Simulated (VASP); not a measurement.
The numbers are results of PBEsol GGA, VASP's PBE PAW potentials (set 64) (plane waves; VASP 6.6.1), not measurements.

The input files of a VASP run:

### KPOINTS
```
kpoints
0
Gamma
  10 10 10
```

File POSCAR:
```
LiF
1
   -0.0000000000     2.0020442322     2.0020442322
    2.0020442322    -0.0000000000     2.0020442322
    2.0020442322     2.0020442322     0.0000000000
Li F
1 1
Direct
  0.0000000000   0.0000000000   0.0000000000
  0.5000000000   0.5000000000   0.5000000000
```

**INCAR**
```
# general
SYSTEM = LiF
PREC   = Accurate
ENCUT  = 650   # plane-wave cut-off (eV)
LREAL  = .FALSE.
LASPH  = .TRUE.   # aspherical one-centre terms

# electronic loop
EDIFF  = 1E-7   # SCF stop (eV)
NELM   = 100   # most electronic steps
ALGO   = Normal

# smearing
ISMEAR = 0   # Gaussian
SIGMA  = 0.05   # width (eV)

# functional
GGA    = PS   # PBEsol

# ions
IBRION = 6   # finite differences
NSW    = 1   # most ionic steps
ISIF   = 3   # ions, shape and volume
POTIM  = 0.015   # step
NFREE  = 2

# output
LWAVE  = .FALSE.
LCHARG = .FALSE.
```

POTCAR, in this order: Li_sv F (PBE.64 set). Program: vasp_std.

What VASP printed:

File OUTCAR:
```
 ion  position               nearest neighbor table
   1  0.000  0.000  0.000-   2 2.00   2 2.00   2 2.00   2 2.00   2 2.00   2 2.00
   2  0.500  0.500  0.500-   1 2.00   1 2.00   1 2.00   1 2.00   1 2.00   1 2.00
  LATTYP: Found a face centered cubic cell.
 ALAT       =     4.0040884644
 Subroutine PRICEL returns:
 Original cell was already a primitive cell.
 Subroutine GETGRP returns: Found 48 space group operations
The static configuration has the point symmetry O_h .
The dynamic configuration has the point symmetry O_h .
 Subroutine INISYM returns: Found 48 space group operations
 Subroutine IBZKPT returns following result:
 Found     47 irreducible k-points:

 Following reciprocal coordinates:
            Coordinates               Weight
  0.000000  0.000000  0.000000      1.000000
  0.100000  0.000000  0.000000      8.000000
  0.200000  0.000000  0.000000      8.000000
  0.300000  0.000000  0.000000      8.000000
  0.400000  0.000000  0.000000      8.000000
  0.500000  0.000000  0.000000      4.000000
  0.100000  0.100000  0.000000      6.000000
  0.200000  0.100000  0.000000     24.000000
  0.300000  0.100000  0.000000     24.000000
  0.400000  0.100000  0.000000     24.000000
  0.500000  0.100000  0.000000     24.000000
 -0.400000  0.100000  0.000000     24.000000
 -0.300000  0.100000  0.000000     24.000000
 -0.200000  0.100000  0.000000     24.000000
 -0.100000  0.100000  0.000000     12.000000
  0.200000  0.200000  0.000000      6.000000
  0.300000  0.200000  0.000000     24.000000
  0.400000  0.200000  0.000000     24.000000
  0.500000  0.200000  0.000000     24.000000
 -0.400000  0.200000  0.000000     24.000000
 -0.300000  0.200000  0.000000     24.000000
 -0.200000  0.200000  0.000000     12.000000
  0.300000  0.300000  0.000000      6.000000
  0.400000  0.300000  0.000000     24.000000
...
```

OUTCAR:
```


 TOTAL ELASTIC MODULI (kBar)
 Direction    XX          YY          ZZ          XY          YZ          ZX
 --------------------------------------------------------------------------------
 XX        1324.9005    445.7637    445.7637     -0.0000      0.0000      0.0000
 YY         445.7637   1324.9005    445.7637      0.0000     -0.0000      0.0000
 ZZ         445.7637    445.7637   1324.9005      0.0000     -0.0000      0.0000
 XY          -0.0000      0.0000      0.0000    624.9245      0.0000      0.0000
 YZ           0.0000     -0.0000     -0.0000      0.0000    624.9245      0.0000
 ZX           0.0000      0.0000      0.0000      0.0000      0.0000    624.9245
 --------------------------------------------------------------------------------
```
(Selected blocks of OUTCAR.)

The compound is LiF in the rock salt structure. It was relaxed first.
